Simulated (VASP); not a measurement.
The input files of a VASP run:

POSCAR:
```
MoTe2
1
    1.7248000000    -2.9874410000     0.0000000000
    1.7248000000     2.9874410000     0.0000000000
    0.0000000000     0.0000000000    13.6808000000
Te Mo
4 2
Direct
  0.3333330000   0.6666670000   0.8790000000
  0.6666670000   0.3333330000   0.3790000000
  0.6666670000   0.3333330000   0.1210000000
  0.3333330000   0.6666670000   0.6210000000
  0.3333330000   0.6666670000   0.2500000000
  0.6666670000   0.3333330000   0.7500000000
```

**KPOINTS**
```
Automatic mesh
0
Gamma
5 5 1
0 0 0
```

**INCAR**
```
# general
SYSTEM   =  MoTe2
PREC     =  Accurate
ENCUT    =  300
LREAL    =  .FALSE.
LASPH    =  .TRUE.

# electronic loop
EDIFF    =  1E-6
NELM     =  100
ALGO     =  Normal
LMAXMIX  =  4

# smearing
ISMEAR   =  -1
SIGMA    =  0.02

# ions
ISIF     =  2

# output
LWAVE    =  .FALSE.
LCHARG   =  .FALSE.
```

POTCAR, in this order: Te Mo_sv (LDA.64 set). Program: vasp_std.

Task: Write an equivalent input for Quantum ESPRESSO's pw.x.

Result: One equivalent input (not run):
```
&CONTROL
  calculation = 'scf'
  pseudo_dir = './pseudo'
  outdir = './out'
  tprnfor = .true.
  tstress = .true.
/
&SYSTEM
  ibrav = 0
  nat = 6
  ntyp = 2
  ecutwfc = 82.3
  occupations = 'smearing'
  smearing = 'fermi-dirac'
  degauss = 0.00147
  input_dft = 'pz'
/
&ELECTRONS
  conv_thr = 7.3e-08
  electron_maxstep = 100
/
ATOMIC_SPECIES
  Te 127.600 Te.upf
  Mo 95.950 Mo.upf
CELL_PARAMETERS angstrom
     1.7248000   -2.9874410    0.0000000
     1.7248000    2.9874410    0.0000000
     0.0000000    0.0000000   13.6808000
ATOMIC_POSITIONS crystal
  Te   0.3333330  0.6666670  0.8790000
  Te   0.6666670  0.3333330  0.3790000
  Te   0.6666670  0.3333330  0.1210000
  Te   0.3333330  0.6666670  0.6210000
  Mo   0.3333330  0.6666670  0.2500000
  Mo   0.6666670  0.3333330  0.7500000
K_POINTS automatic
  5 5 1 0 0 0
```
What does not carry over: the potentials are each code's own (VASP's PAW set, PseudoDojo norm-conserving files in pw.x), so ENCUT and ecutwfc are chosen apart and not converted; conv_thr bounds pw.x's estimated SCF error, while EDIFF bounds the energy change between steps.

The structure is a typed MoTe2 crystal (P6_3/mmc). The cell was not relaxed at this level, and its volume differs by -5.9 % from the start's. The k-mesh is coarse (spacing up to 0.46 per Å, 2π included), so the numbers may not be converged in it.
